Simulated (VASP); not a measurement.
Input for VASP

### POSCAR
```
Os
1
    1.3542383327    -2.3456092393     0.0000000000
    1.3542383327     2.3456092393     0.0000000000
    0.0000000000     0.0000000000     4.2661912367
Os
2
Direct
  0.3333330000   0.6666670000   0.2500000000
  0.6666670000   0.3333330000   0.7500000000
```

File KPOINTS:
```
Automatic mesh
0
Gamma
15 15 9
0 0 0
```

### INCAR
```
SYSTEM = Os
PREC = Accurate
ENCUT = 520
EDIFF = 1E-7
NELM = 100
ALGO = Normal
LREAL = .FALSE.
LASPH = .TRUE.
ISMEAR = 1
SIGMA = 0.1
GGA = 91
LMAXMIX = 6
LWAVE = .FALSE.
LCHARG = .FALSE.
ISIF = 4
IBRION = 2
NSW = 30
EDIFFG = -0.01
```

POTCAR, in this order: Os (PBE.64 set). Program: vasp_std.

Question: Write an equivalent input for Quantum ESPRESSO's pw.x.

Answer: One equivalent input (not run):
```
&CONTROL
  calculation = 'vc-relax'
  pseudo_dir = './pseudo'
  outdir = './out'
  tprnfor = .true.
  tstress = .true.
  nstep = 30
  forc_conv_thr = 0.00039
/
&SYSTEM
  ibrav = 0
  nat = 2
  ntyp = 1
  ecutwfc = 74
  occupations = 'smearing'
  smearing = 'methfessel-paxton'
  degauss = 0.00735
  input_dft = 'pw91'
/
&ELECTRONS
  conv_thr = 7.3e-09
  electron_maxstep = 100
/
&IONS
/
&CELL
  cell_dofree = 'shape'
/
ATOMIC_SPECIES
  Os 190.230 Os.upf
CELL_PARAMETERS angstrom
     1.3542383   -2.3456092    0.0000000
     1.3542383    2.3456092    0.0000000
     0.0000000    0.0000000    4.2661912
ATOMIC_POSITIONS crystal
  Os   0.3333330  0.6666670  0.2500000
  Os   0.6666670  0.3333330  0.7500000
K_POINTS automatic
  15 15 9 0 0 0
```
What does not carry over: the potentials are each code's own (VASP's PAW set, PseudoDojo norm-conserving files in pw.x), so ENCUT and ecutwfc are chosen apart and not converted; conv_thr bounds pw.x's estimated SCF error, while EDIFF bounds the energy change between steps; forc_conv_thr acts on force components and is met together with etot_conv_thr.

The compound is Os in the hcp structure. This cell is one point of a volume scan, at 0.94 of the reference volume. Symmetry was kept, so distortions that lower it aren't found.
